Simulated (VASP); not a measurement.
```
Mg3Sb2
1.0
    2.27212    -3.93543     0.00000
    2.27212     3.93543     0.00000
    0.00000     0.00000     7.15517
Mg Sb
3 2
Direct
  0.00000   0.00000   0.00000
  0.33333   0.66667   0.63284
  0.66667   0.33333   0.36716
  0.33333   0.66667   0.22364
  0.66667   0.33333   0.77636
```

Method: PBE GGA with D4 dispersion, VASP's PBE PAW potentials (set 64) (plane waves; VASP 6.6.1). Numerical set-up: 520 eV cut-off, 6×6×4 Γ-centred mesh, tetrahedra with Blöchl corrections, potentials Mg Sb.

Unless said otherwise, spin-orbit coupling is left out, though it shifts the bands of the heavy elements here.

Problem. Predict the energy per atom (σ→0), band gap (on the k-mesh) with the smallest direct gap where there is one.

Solution. 
- band gap (on the k-mesh) = 0.19 eV
- smallest direct gap (on the k-mesh) = 1.17 eV
- energy per atom (σ→0) = -3.212 eV/atom

Only differences to runs with the same potentials and settings are physical.

The compound is Mg3Sb2 in the a-la2o3 structure. It was relaxed first.
